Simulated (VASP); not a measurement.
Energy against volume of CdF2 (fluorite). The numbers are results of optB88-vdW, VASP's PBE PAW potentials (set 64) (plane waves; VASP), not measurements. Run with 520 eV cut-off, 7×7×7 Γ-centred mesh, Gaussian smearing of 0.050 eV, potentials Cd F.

```tsv
V (Å³/atom)	E (eV/atom)
13.038	-1.33937
13.441	-1.34482
13.845	-1.34227
14.248	-1.33301
```

### Question
Fit these four points and predict the energy of the run at 12.635 Å³/atom.

### Answer
A cubic in V^(−2/3), the third-order Birch-Murnaghan form, passes through the four points with V0 = 13.50 Å³/atom and B0 = 103 GPa, and gives -1.3244 eV/atom there. The run gave -1.3244 eV/atom, -0.0 meV/atom from the fit; all five points give B0 = 103 GPa.

The compound is CdF2 in the fluorite structure. It was relaxed first.
